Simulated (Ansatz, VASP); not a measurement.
# One calculation of AlSn, two programs

```
Al Sn
1.0
     4.23845    0.00000    0.00000
    -2.11922    3.67061    0.00000
     0.00000    0.00000    3.24858
Al Sn
1 1
Direct
  0.00000 0.00000 0.00000
  0.33333 0.66667 0.50000
```

Alike in both runs: functional PBE; k mesh 9 × 9 × 10; occupations fermi-dirac, width 0.05 eV; no spin polarisation.

Ansatz relaxed the structure, and its values are those at the end. VASP's run is a single point on that final structure, the one shown.

```csv
,VASP,Ansatz
version,VASP 6.6.1,Ansatz 0.2.0
potentials or method,"VASP PAW PBE potentials, release 64 (Al, Sn_d), cutoff 520 eV","all-electron LAPW, scalar-relativistic"
```

Ansatz gave:

- pressure (GPa): 0.0

**Question.** What did VASP give for the same quantities?

**Answer.** Pressure (GPa): -0.1.

Ansatz ran all-electron here, so the differences hold the error of VASP's frozen core and of both bases.
